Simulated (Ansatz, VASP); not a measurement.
# One calculation of GaF, two programs

```
Ga F
1.0
     0.00000    2.57696    2.57696
     2.57696    0.00000    2.57696
     2.57696    2.57696    0.00000
Ga F
1 1
Direct
  0.25000 0.25000 0.25000
  0.00000 0.00000 0.00000
```

The cell was built by a generator and needn't be a form met in nature.

Alike in both runs: task relaxation of cell and atoms; functional PBE; k mesh 9 × 9 × 9; occupations fermi-dirac, width 0.05 eV; no spin polarisation.

|  | VASP | Ansatz |
| --- | --- | --- |
| version | VASP 6.6.1 | Ansatz 0.2.0 |
| potentials or method | VASP PAW PBE potentials, release 64 (Ga_d_GW, F_GW) | Ansatz PAW |
| plane-wave cutoff (eV) | 680 | 420 |
| valence electrons in the cell | 20 | 20 |

VASP gave:

* gap on the k mesh at the Fermi level, each at its own relaxed structure (eV): 2.31
* relaxed volume (Å³/atom): 22.41
* relaxed cell length with the largest relative difference (Å): 3.987
* energy change over the relaxation (meV/atom): -194

Task: Which values does Ansatz return?

Result: gap on the k mesh at the Fermi level, each at its own relaxed structure (eV): 2.42; relaxed volume (Å³/atom): 23.05; relaxed cell length with the largest relative difference (Å): 4.024; energy change over the relaxation (meV/atom): -208.

Caveats: the volume moved by over 15 % at a fixed basis, so the end points are rough; an odd mesh through Γ misses points on the zone boundary, where band edges often lie (VASP); odd divisions of the mesh miss points on the zone boundary, where band edges often lie, so the gap on the mesh can be too wide (Ansatz); the plane-wave basis is chosen anew once the cell has moved, so the energies of steps on either side of that aren't comparable (Ansatz).
